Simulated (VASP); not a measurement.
Data:

```
CELL_PARAMETERS angstrom
      0.00000     2.94966     2.94966
      2.94966     0.00000     2.94966
      2.94966     2.94966     0.00000
ATOMIC_POSITIONS crystal
  Al 0.25000 0.25000 0.25000
  Al 0.75000 0.75000 0.75000
  Pt 0.01271 0.01271 0.98729
```

These are r2SCAN meta-GGA, VASP's PBE PAW potentials (set 64) (plane waves; VASP) values and carry that method's errors. Run with 480 eV cut-off, 8×8×8 Γ-centred mesh, first-order Methfessel-Paxton smearing of 0.10 eV, potentials Al Pt.

Question: Which forces act on the atoms, in eV/Å?

Answer: 
```csv
atom,Fx,Fy,Fz
Al1,0.000,0.000,0.332
Al2,0.000,0.000,0.332
Pt3,0.000,0.000,-0.664
```

Question: Give the stress tensor in GPa (positive for a compressed cell).

Answer: 
```
0.47  0.00  0.00
0.00  0.47  0.00
0.00  0.00  0.23
```
The pressure is its mean diagonal, 0.39 GPa.

The compound is PtAl2 in the fluorite structure. This cell was strained or had an atom moved on purpose.
